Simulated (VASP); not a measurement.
All values below come from PBEsol GGA, VASP's PBE PAW potentials (set 64) (plane waves; VASP).

Input for VASP

File KPOINTS:
```
Automatic mesh
0
G
6 6 6
```

POSCAR:
```
TiPd3
1
    3.8200000000     0.0000000000     0.0000000000
    0.0000000000     3.8200000000     0.0000000000
    0.0000000000     0.0000000000     3.8200000000
Ti Pd
1 3
Direct
  0.0000000000   0.0000000000   0.0000000000
  0.0000000000   0.5000000000   0.5000000000
  0.5000000000   0.0000000000   0.5000000000
  0.5000000000   0.5000000000   0.0000000000
```

**INCAR**
```
! general
SYSTEM  = TiPd3
PREC    = Accurate
ENCUT   = 300
LREAL   = F
LASPH   = T

! electronic loop
EDIFF   = 1E-6
NELM    = 100
ALGO    = Normal
LMAXMIX = 4

! smearing
ISMEAR  = -1
SIGMA   = 0.1

! functional
GGA     = PS

! ions
ISIF    = 2

! output
LWAVE   = F
LCHARG  = F
```

POTCAR, in this order: Ti_sv Pd (PBE.64 set). Program: vasp_std.

Q: What will the output report for the number of irreducible k-points (NKPTS), largest plane-wave count, number of space-group operations, FFT grid (NGX, NGY, NGZ)?

A: 
| Item | Result |
|---|---|
| number of irreducible k-points (NKPTS) | 20 |
| largest plane-wave count | 691 |
| number of space-group operations | 48 |
| FFT grid (NGX, NGY, NGZ) | 24 × 24 × 24 |

The structure comes from a measured TiPd3 entry of the Crystallography Open Database, whose conditions weren't checked. The cell was not relaxed at this level.
